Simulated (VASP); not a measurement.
Input:

```
Co
1.0
    1.26212    -2.12885     0.00000
    1.26212     2.12885     0.00000
    0.00000     0.00000     4.15811
Co
2
Direct
  0.33333   0.66667   0.25000
  0.67713   0.34380   0.75000
```
Starting moments (μB, in the order of the record's atoms Co Co): 1.8 1.8.

These are PBE GGA, VASP's PBE PAW potentials (set 64) (plane waves; VASP) values and carry that method's errors. Settings: EDIFF = 1E-2, 400 eV cut-off, 15×15×8 Γ-centred mesh, first-order Methfessel-Paxton smearing of 0.10 eV, potentials Co.

**Question.** Give the force on each atom (eV/Å).

**Answer.** 
```json
[
 {"atom": "Co1", "Fx": "0.050", "Fy": "0.056", "Fz": "0.000"},
 {"atom": "Co2", "Fx": "-0.050", "Fy": "-0.056", "Fz": "0.000"}
]
```

**Question.** Give the stress tensor in GPa (positive for a compressed cell).

**Answer.** 
```
 -6.27   -0.39    0.00
 -0.39   -0.64    0.00
  0.00    0.00  -11.97
```
The pressure is its mean diagonal, -6.29 GPa.

The compound is Co in the hcp structure. The cell was not relaxed at this level, atoms are displaced from their ideal sites. The run is one of a series of settings (EDIFF = 1E-2 against the base run), some of them coarse on purpose.
